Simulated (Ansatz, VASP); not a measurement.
# Al (Al(111) film of 4 layers) in two plane-wave programs

Aim: how closely do two programs agree when they are given the same cell, functional and k mesh? The cell is taken from a series of runs on this material, whose earlier steps may have relaxed, scaled, displaced or heated it; both programs get it as it stands.

Method: plane waves, with VASP 6.6.1 beside it; zone-centre phonons at PBE, in Ansatz 0.2.0.

### 1. The starting structure

The cell holds 4 atoms: 4 Al. Cell: a = 2.809 Å, b = 2.809 Å, c = 37.830 Å, α = 90.0°, β = 90.0°, γ = 120.0°. It derives from Al. Vacuum lies along c.

Coordinates:

```xyz
4
Lattice="2.8092 0.0000 0.0000 -1.4046 2.4329 0.0000 0.0000 0.0000 37.8296" Properties=species:S:1:pos:R:3
Al    0.0000    0.0000    5.4633
Al    0.0000    1.6219    7.8384
Al    1.4046    0.8110   10.1764
Al    0.0000    0.0000   12.5515
```

### 2. VASP: zone-centre phonons, PBE

Second derivatives magnify differences that forces hide, and they need a tight electronic threshold.

Lines of VASP's logs that name or quote its potential files are left out, and so is its time.

File INCAR:

```
SYSTEM = Al
PREC = Accurate
ENCUT = 500
EDIFF = 1E-08
NELM = 120
ISMEAR = 1
SIGMA = 0.2
LREAL = .FALSE.
ALGO = Normal
GGA = PE
NBANDS = 12
LORBIT = 11
LWAVE = .FALSE.
LCHARG = .FALSE.
ISIF = 2
IBRION = 8
LASPH = .TRUE.
GGA_COMPAT = .FALSE.
NELMDL = -8
```

File POSCAR:

```
Al
1.0
    2.8092188313      0.0000000000      0.0000000000
   -1.4046094157      2.4328548727      0.0000000000
    0.0000000000      0.0000000000     37.8296148056
Al
4
Direct
    0.0000000000      0.0000000000      0.1444195095
    0.3333333333      0.6666666667      0.2072024170
    0.6666666667      0.3333333333      0.2690067670
    0.0000000000      0.0000000000      0.3317896745
```

File KPOINTS:

```
Automatic mesh
0
Gamma
6 6 1
0 0 0
```

PAW data sets: Al (PBE family, release 64).

On the command line:

```bash
> mpirun -np 1 vasp_std
```

Numbers of over 12 decimals in the logs are rounded to 6 here.

Log:

```text
[banner, memory and clock lines left out]
running    1 mpi-ranks, on    1 nodes
 distrk:  each k-point on    1 cores,    1 groups
 distr:  one band on    1 cores,    1 groups

 POSCAR found type information on POSCAR Al
 POSCAR found :  1 types and       4 ions
 LDA part: xc-table for (Slater+PW92), standard interpolation
 POSCAR, INCAR and KPOINTS ok, starting setup
 FFT: planning ... GRIDC
 FFT: planning ... GRID_SOFT
 FFT: planning ... GRID
 WAVECAR not read
 entering main loop
       N       E                     dE             d eps       ncg     rms          rms(c)
DAV:   1     0.400676975925E+02    0.40068E+02   -0.36817E+03   168   0.653E+02
DAV:   2    -0.129027932758E+02   -0.52970E+02   -0.44459E+02   252   0.108E+02
DAV:   3    -0.148711385570E+02   -0.19683E+01   -0.19387E+01   212   0.215E+01
DAV:   4    -0.149368890149E+02   -0.65750E-01   -0.65660E-01   252   0.508E+00
DAV:   5    -0.149384101551E+02   -0.15211E-02   -0.15211E-02   232   0.823E-01
DAV:   6    -0.149385920146E+02   -0.18186E-03   -0.18186E-03   280   0.237E-01
DAV:   7    -0.149385987119E+02   -0.66974E-05   -0.66978E-05   244   0.394E-02
DAV:   8    -0.149386000522E+02   -0.13402E-05   -0.13398E-05   304   0.123E-02    0.292E+00
DAV:   9    -0.144599392044E+02    0.47866E+00   -0.20058E+00   192   0.607E+00    0.168E+00
DAV:  10    -0.143912607643E+02    0.68678E-01   -0.46887E-01   184   0.312E+00    0.913E-01
DAV:  11    -0.143535980975E+02    0.37663E-01   -0.13007E-01   192   0.162E+00    0.259E-01
DAV:  12    -0.143517630212E+02    0.18351E-02   -0.87716E-03   200   0.556E-01    0.166E-01
DAV:  13    -0.143511502298E+02    0.61279E-03   -0.19195E-03   216   0.224E-01    0.957E-02
DAV:  14    -0.143501469863E+02    0.10032E-02   -0.18699E-03   200   0.162E-01    0.347E-02
[...]
DAV:  23    -0.143509809842E+02   -0.50027E-05   -0.24264E-07   188   0.115E-03    0.388E-04
DAV:  24    -0.143509832082E+02   -0.22240E-05   -0.99248E-08   172   0.754E-04    0.122E-04
DAV:  25    -0.143509844534E+02   -0.12452E-05   -0.41996E-08   160   0.444E-04    0.180E-04
DAV:  26    -0.143509848099E+02   -0.35646E-06   -0.32972E-09   184   0.194E-04    0.452E-05
DAV:  27    -0.143509850228E+02   -0.21291E-06   -0.94348E-10   148   0.993E-05    0.422E-05
DAV:  28    -0.143509851122E+02   -0.89429E-07   -0.60291E-10   132   0.102E-04    0.226E-05
DAV:  29    -0.143509851347E+02   -0.22458E-07   -0.11942E-10   132   0.585E-05    0.159E-05
DAV:  30    -0.143509851417E+02   -0.70394E-08   -0.26118E-11   124   0.337E-05
   1 F= -.14350985E+02 E0= -.14349023E+02  d E =-.588590E-02
 Linear response reoptimize wavefunctions to high precision
DAV:   1    -0.143509851421E+02   -0.36925E-09    0.37244E-11   152   0.161E-05
DAV:   2    -0.143509851420E+02    0.48203E-10    0.36473E-11   124   0.983E-06
 Linear response DOF=           4
 Linear response progress:
  Degree of freedom:   1/  4
       N       E                     dE             d eps       ncg     rms          rms(c)
RMM:   1    -0.278818179035E-02   -0.27882E-02   -0.21315E-03   847   0.278E-01
RMM:   2    -0.271926475765E-02    0.68917E-04   -0.70477E-05   751   0.563E-02    0.364E-02
RMM:   3    -0.264880912194E-02    0.70456E-04   -0.71053E-06   786   0.187E-02    0.222E-02
RMM:   4    -0.259635271660E-02    0.52456E-04   -0.72718E-06   798   0.180E-02    0.105E-03
RMM:   5    -0.259595835000E-02    0.39437E-06   -0.31824E-07   850   0.355E-03    0.682E-04
RMM:   6    -0.259562725126E-02    0.33110E-06   -0.27391E-08   837   0.996E-04    0.246E-04
RMM:   7    -0.259558229838E-02    0.44953E-07   -0.33077E-09   935   0.290E-04    0.251E-04
RMM:   8    -0.259551081346E-02    0.71485E-07   -0.15059E-09   881   0.137E-04    0.116E-04
RMM:   9    -0.259542528380E-02    0.85530E-07   -0.72746E-10   858   0.786E-05    0.202E-05
RMM:  10    -0.259541506924E-02    0.10215E-07    0.26709E-10   941   0.184E-05    0.111E-05
RMM:  11    -0.259540928514E-02    0.57841E-08    0.12940E-10   842   0.714E-06    0.399E-06
 first order change of Fermi-energy   0.96537E-05
 force on displaced ion       1 direction 1 :  -0.455  -0.000   0.000
 Linear response progress:
  Degree of freedom:   2/  4
       N       E                     dE             d eps       ncg     rms          rms(c)
RMM:   1    -0.227626134265E-01   -0.22763E-01    0.28207E-02   403   0.697E-01
RMM:   2    -0.207949987538E-01    0.19676E-02   -0.11136E-03   283   0.203E-01    0.477E-02
RMM:   3    -0.210725158777E-01   -0.27752E-03   -0.45383E-04   310   0.801E-02    0.447E-02
RMM:   4    -0.208126188934E-01    0.25990E-03   -0.41159E-05   328   0.297E-02    0.262E-02
RMM:   5    -0.207401540651E-01    0.72465E-04   -0.23920E-05   301   0.171E-02    0.118E-02
RMM:   6    -0.207604049520E-01   -0.20251E-04   -0.49010E-06   302   0.948E-03    0.618E-03
RMM:   7    -0.207529732407E-01    0.74317E-05   -0.99637E-07   305   0.553E-03    0.131E-03
RMM:   8    -0.207516322053E-01    0.13410E-05   -0.13370E-07   314   0.193E-03    0.436E-04
RMM:   9    -0.207521172960E-01   -0.48509E-06   -0.21514E-08   328   0.623E-04    0.259E-04
RMM:  10    -0.207531458262E-01   -0.10285E-05   -0.28808E-08   314   0.319E-04    0.735E-05
RMM:  11    -0.207533587766E-01   -0.21295E-06   -0.23108E-08   333   0.119E-04    0.587E-05
RMM:  12    -0.207541006727E-01   -0.74190E-06   -0.28971E-08   306   0.271E-04    0.445E-05
RMM:  13    -0.207541721447E-01   -0.71472E-07   -0.38516E-09   322   0.696E-05    0.244E-05
RMM:  14    -0.207542151112E-01   -0.42967E-07   -0.28431E-09   322   0.700E-05    0.123E-05
RMM:  15    -0.207542215124E-01   -0.64012E-08   -0.91133E-10   329   0.177E-05    0.748E-06
 first order change of Fermi-energy   0.51195E+00
 force on displaced ion       1 direction 3 :   0.000   0.000  -2.427
 Linear response progress:
  Degree of freedom:   3/  4
       N       E                     dE             d eps       ncg     rms          rms(c)
RMM:   1    -0.305041965399E-02   -0.30504E-02   -0.23526E-03   867   0.296E-01
RMM:   2    -0.295689322597E-02    0.93526E-04   -0.43300E-05   748   0.423E-02    0.317E-02
RMM:   3    -0.292138961176E-02    0.35504E-04   -0.29383E-06   796   0.129E-02    0.197E-02
RMM:   4    -0.290367577444E-02    0.17714E-04   -0.44887E-06   805   0.160E-02    0.843E-04
RMM:   5    -0.290481299423E-02   -0.11372E-05   -0.16930E-07   856   0.262E-03    0.514E-04
RMM:   6    -0.290626658978E-02   -0.14536E-05   -0.90695E-09   852   0.599E-04    0.204E-04
RMM:   7    -0.290636481421E-02   -0.98224E-07    0.43995E-10   920   0.192E-04    0.112E-04
RMM:   8    -0.290644639195E-02   -0.81578E-07    0.22648E-09   855   0.736E-05    0.522E-05
RMM:   9    -0.290643994977E-02    0.64422E-08    0.73641E-10   901   0.324E-05    0.149E-05
 first order change of Fermi-energy  -0.39443E-04
 force on displaced ion       2 direction 1 :  -1.005   0.000  -0.000
 Linear response progress:
  Degree of freedom:   4/  4
       N       E                     dE             d eps       ncg     rms          rms(c)
RMM:   1    -0.222863401504E-01   -0.22286E-01    0.92779E-02   386   0.786E-01
RMM:   2    -0.218479511375E-01    0.43839E-03   -0.93106E-04   282   0.197E-01    0.700E-02
RMM:   3    -0.228707361887E-01   -0.10228E-02   -0.12030E-03   341   0.114E-01    0.866E-02
RMM:   4    -0.216555142234E-01    0.12152E-02   -0.11043E-04   339   0.395E-02    0.344E-02
RMM:   5    -0.215035029550E-01    0.15201E-03   -0.38578E-05   308   0.197E-02    0.149E-02
RMM:   6    -0.215311751274E-01   -0.27672E-04   -0.99588E-06   304   0.118E-02    0.700E-03
RMM:   7    -0.215365663340E-01   -0.53912E-05   -0.83471E-07   309   0.552E-03    0.139E-03
RMM:   8    -0.215367613541E-01   -0.19502E-06   -0.68315E-08   313   0.164E-03    0.363E-04
RMM:   9    -0.215364333053E-01    0.32805E-06   -0.14588E-08   322   0.548E-04    0.199E-04
RMM:  10    -0.215363863949E-01    0.46910E-07   -0.13579E-08   318   0.334E-04    0.110E-04
RMM:  11    -0.215364752174E-01   -0.88822E-07    0.59571E-09   320   0.201E-04    0.693E-05
RMM:  12    -0.215365130246E-01   -0.37807E-07    0.63665E-09   308   0.249E-04    0.441E-05
RMM:  13    -0.215364888132E-01    0.24211E-07    0.33502E-08   335   0.914E-05    0.192E-05
RMM:  14    -0.215364826749E-01    0.61383E-08    0.45269E-09   323   0.526E-05    0.127E-05
 first order change of Fermi-energy   0.38130E+00
 force on displaced ion       2 direction 3 :  -0.000   0.000  -5.084
 Linear response finished
```

From OUTCAR (step 2):

```text
ion  position               nearest neighbor table
   1  0.000  0.000  0.144-   2 2.88   2 2.88   2 2.88
   2  0.333  0.667  0.207-   3 2.85   3 2.85   3 2.85   1 2.88   1 2.88   1 2.88
   3  0.667  0.333  0.269-   2 2.85   2 2.85   2 2.85   4 2.88   4 2.88   4 2.88
   4  0.000  0.000  0.332-   3 2.88   3 2.88   3 2.88

  LATTYP: Found a hexagonal cell.
 ALAT       =     2.8092188313
 C/A-ratio  =    13.4662399326

 Subroutine GETGRP returns: Found 12 space group operations
 (whereof  6 operations were pure point group operations)

The static configuration has the point symmetry C_3v.
 The point group associated with its full space group is D_3d.

 Found      7 irreducible k-points:

   k-points           NKPTS =      7   k-points in BZ     NKDIM =      7   number of bands    NBANDS=     12

   dimension x,y,z NGX =    20 NGY =   20 NGZ =  280
   dimension x,y,z NGXF=    40 NGYF=   40 NGZF=  560

   ENCUT  =  500.0 eV  36.75 Ry    6.06 a.u.   5.12  5.12 68.97*2*pi/ulx,y,z

   NELECT =      12.0000    total number of electrons

 k-points in reciprocal lattice and weights: Automatic mesh
   0.00000000  0.00000000  0.00000000       0.028
   0.16666667  0.00000000  0.00000000       0.167
   0.33333333  0.00000000  0.00000000       0.167
   0.50000000  0.00000000  0.00000000       0.083
   0.16666667  0.16666667  0.00000000       0.167
   0.33333333  0.16666667  0.00000000       0.333
   0.33333333  0.33333333  0.00000000       0.056

 average (electrostatic) potential at core
       1 -81.8191       2 -81.5887       3 -81.5887       4 -81.8191

  Total       -0.3495580     -0.3495580      0.7918933      0.0000000     -0.0000000      0.0000000
  in kB       -2.1661879     -2.1661879      4.9073105      0.0000000     -0.0000000      0.0000000
  external PRESSURE =       0.1916449 kB  Pullay stress =       0.0000000 kB

  energy-cutoff  :      500.00
  volume of cell :      258.54
      direct lattice vectors                 reciprocal lattice vectors
     2.809218831  0.000000000  0.000000000     0.355970845  0.205519863  0.000000000
    -1.404609416  2.432854873  0.000000000     0.000000000  0.411039726  0.000000000
     0.000000000  0.000000000 37.829614806     0.000000000  0.000000000  0.026434316

 POSITION                                       TOTAL-FORCE (eV/Angst)
 -----------------------------------------------------------------------------------
      0.00000      0.00000      5.46333         0.000000      0.000000     -0.028448
     -0.00000      1.62190      7.83839         0.000000     -0.000000     -0.253667
      1.40461      0.81095     10.17642        -0.000000      0.000000      0.253667
      0.00000      0.00000     12.55148        -0.000000      0.000000      0.028448
 -----------------------------------------------------------------------------------
    total drift:                               -0.000000      0.000000      0.000008

 Eigenvectors and eigenvalues of the dynamical matrix
 ----------------------------------------------------

   1 f  =    9.225275 THz    57.964110 2PiTHz  307.722036 cm-1    38.152653 meV
             X         Y         Z           dx          dy          dz
      0.000000  0.000000  5.463334     0.000000    0.000000    0.308579
     -0.000000  1.621903  7.838388    -0.000000   -0.000000   -0.636222
      1.404609  0.810952 10.176422    -0.000000   -0.000000    0.636222
      0.000000  0.000000 12.551476     0.000000    0.000000   -0.308579

   2 f  =    6.601404 THz    41.477847 2PiTHz  220.199149 cm-1    27.301203 meV
             X         Y         Z           dx          dy          dz
      0.000000  0.000000  5.463334     0.000000   -0.000000    0.499956
     -0.000000  1.621903  7.838388     0.000000    0.000000   -0.500044
      1.404609  0.810952 10.176422    -0.000000    0.000000   -0.500044
      0.000000  0.000000 12.551476     0.000000   -0.000000    0.499956

   3 f  =    3.813192 THz    23.958995 2PiTHz  127.194409 cm-1    15.770090 meV
             X         Y         Z           dx          dy          dz
      0.000000  0.000000  5.463334     0.129296   -0.141647   -0.000000
     -0.000000  1.621903  7.838388    -0.458843    0.502675   -0.000000
      1.404609  0.810952 10.176422     0.458843   -0.502675    0.000000
      0.000000  0.000000 12.551476    -0.129296    0.141647    0.000000

   4 f  =    3.813192 THz    23.958995 2PiTHz  127.194409 cm-1    15.770090 meV
             X         Y         Z           dx          dy          dz
      0.000000  0.000000  5.463334     0.141647    0.129296    0.000000
     -0.000000  1.621903  7.838388    -0.502675   -0.458843    0.000000
      1.404609  0.810952 10.176422     0.502675    0.458843   -0.000000
      0.000000  0.000000 12.551476    -0.141647   -0.129296   -0.000000

   5 f  =    3.006106 THz    18.887921 2PiTHz  100.272904 cm-1    12.432250 meV
             X         Y         Z           dx          dy          dz
      0.000000  0.000000  5.463334     0.337010   -0.369205    0.000000
     -0.000000  1.621903  7.838388    -0.337161    0.369371    0.000000
      1.404609  0.810952 10.176422    -0.337161    0.369371   -0.000000
      0.000000  0.000000 12.551476     0.337010   -0.369205   -0.000000

   6 f  =    3.006106 THz    18.887921 2PiTHz  100.272904 cm-1    12.432250 meV
             X         Y         Z           dx          dy          dz
      0.000000  0.000000  5.463334     0.369205    0.337010   -0.000000
     -0.000000  1.621903  7.838388    -0.369371   -0.337161   -0.000000
      1.404609  0.810952 10.176422    -0.369371   -0.337161    0.000000
      0.000000  0.000000 12.551476     0.369205    0.337010    0.000000

   7 f  =    2.717751 THz    17.076130 2PiTHz   90.654401 cm-1    11.239708 meV
             X         Y         Z           dx          dy          dz
      0.000000  0.000000  5.463334     0.000000    0.000000    0.636222
     -0.000000  1.621903  7.838388    -0.000000   -0.000000    0.308579
      1.404609  0.810952 10.176422    -0.000000   -0.000000   -0.308579
      0.000000  0.000000 12.551476     0.000000    0.000000   -0.636222

   8 f  =    1.695920 THz    10.655778 2PiTHz   56.569793 cm-1     7.013757 meV
             X         Y         Z           dx          dy          dz
      0.000000  0.000000  5.463334     0.458842   -0.502676    0.000000
     -0.000000  1.621903  7.838388     0.129295   -0.141647    0.000000
      1.404609  0.810952 10.176422    -0.129295    0.141647   -0.000000
      0.000000  0.000000 12.551476    -0.458842    0.502676   -0.000000

   9 f  =    1.695920 THz    10.655778 2PiTHz   56.569793 cm-1     7.013757 meV
             X         Y         Z           dx          dy          dz
      0.000000  0.000000  5.463334    -0.502676   -0.458842    0.000000
     -0.000000  1.621903  7.838388    -0.141647   -0.129295    0.000000
      1.404609  0.810952 10.176422     0.141647    0.129295   -0.000000
      0.000000  0.000000 12.551476     0.502676    0.458842   -0.000000

  10 f/i=    0.000583 THz     0.003661 2PiTHz    0.019434 cm-1     0.002410 meV
             X         Y         Z           dx          dy          dz
      0.000000  0.000000  5.463334    -0.000000    0.000000    0.500044
     -0.000000  1.621903  7.838388    -0.000000    0.000000    0.499956
      1.404609  0.810952 10.176422    -0.000000    0.000000    0.499956
      0.000000  0.000000 12.551476    -0.000000    0.000000    0.500044

  11 f/i=    0.000674 THz     0.004237 2PiTHz    0.022494 cm-1     0.002789 meV
             X         Y         Z           dx          dy          dz
      0.000000  0.000000  5.463334    -0.499659   -0.021277   -0.000000
     -0.000000  1.621903  7.838388    -0.499435   -0.021268   -0.000000
      1.404609  0.810952 10.176422    -0.499435   -0.021268   -0.000000
      0.000000  0.000000 12.551476    -0.499659   -0.021277   -0.000000

  12 f/i=    0.000674 THz     0.004237 2PiTHz    0.022494 cm-1     0.002789 meV
             X         Y         Z           dx          dy          dz
      0.000000  0.000000  5.463334     0.021277   -0.499659    0.000000
     -0.000000  1.621903  7.838388     0.021268   -0.499435    0.000000
      1.404609  0.810952 10.176422     0.021268   -0.499435    0.000000
      0.000000  0.000000 12.551476     0.021277   -0.499659    0.000000

 ELASTIC MODULI CONTR FROM IONIC RELAXATION (kBar)
 Direction    XX          YY          ZZ          XY          YZ          ZX
 --------------------------------------------------------------------------------
 XX        -180.8235   -168.2406   -147.1379      0.0000     11.9676     -0.0000
 YY        -168.2406   -180.8235   -147.1379      0.0000    -11.9676      0.0000
 ZZ        -147.1379   -147.1379   -157.0658      0.0000      0.0000      0.0000
 XY           0.0000      0.0000      0.0000     -6.2915      0.0000     19.4465
 YZ          11.9676    -11.9676      0.0000      0.0000    -22.7814      0.0000
 ZX          -0.0000      0.0000      0.0000     19.4465      0.0000    -62.1113
 --------------------------------------------------------------------------------
```

[end of part 1 of 2]

[Lines on the potential files, build, host, timing and source positions are cut from VASP's logs without a mark.]

[Logs are printed without paths, hosts, clocks, repeated set-up lines and the standing remarks that a program may print on its own settings, such as how far it seeks lower states.]

[Hosts, paths, dates, database ids (printed as entryN), source tags and the programs' standing remarks are cut or masked in the printed files.]
